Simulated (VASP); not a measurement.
Here is the system:

```
MnF2
1.0
    4.88416     0.00000     0.00000
    0.00000     4.88416     0.00000
    0.00000     0.00000     3.31735
Mn F
2 4
Direct
  0.00000   0.00000   0.00000
  0.50000   0.50000   0.50000
  0.30339   0.30339   0.00000
  0.80339   0.19661   0.50000
  0.19661   0.80339   0.50000
  0.69661   0.69661   0.00000
```
Starting moments (μB, in the order of the record's atoms Mn Mn F F F F): 4.5 -4.5 0.0 0.0 0.0 0.0.

The numbers are results of PBE GGA with D3 dispersion (Becke-Johnson damping), VASP's PBE PAW potentials (set 64) (plane waves; VASP), not measurements. Numerical set-up: 520 eV cut-off, 5×5×8 Γ-centred mesh, tetrahedra with Blöchl corrections, potentials Mn_pv F.

The cores are frozen, which limits the accuracy of field gradients.

**Question.** Give the principal components of the electric field gradient (V/Å²) and the asymmetry η at each nucleus.

**Answer.** 
```json
[
 {"atom": "Mn1", "Vxx": "-14.3", "Vyy": "-11.1", "Vzz": "25.4", "η": "0.13"},
 {"atom": "Mn2", "Vxx": "-14.3", "Vyy": "-11.1", "Vzz": "25.4", "η": "0.13"},
 {"atom": "F3", "Vxx": "46.5", "Vyy": "18.0", "Vzz": "-64.4", "η": "0.44"},
 {"atom": "F4", "Vxx": "46.5", "Vyy": "18.0", "Vzz": "-64.4", "η": "0.44"},
 {"atom": "F5", "Vxx": "46.5", "Vyy": "18.0", "Vzz": "-64.4", "η": "0.44"},
 {"atom": "F6", "Vxx": "46.5", "Vyy": "18.0", "Vzz": "-64.4", "η": "0.44"}
]
```

The compound is MnF2 in the rutile structure. It was relaxed first.
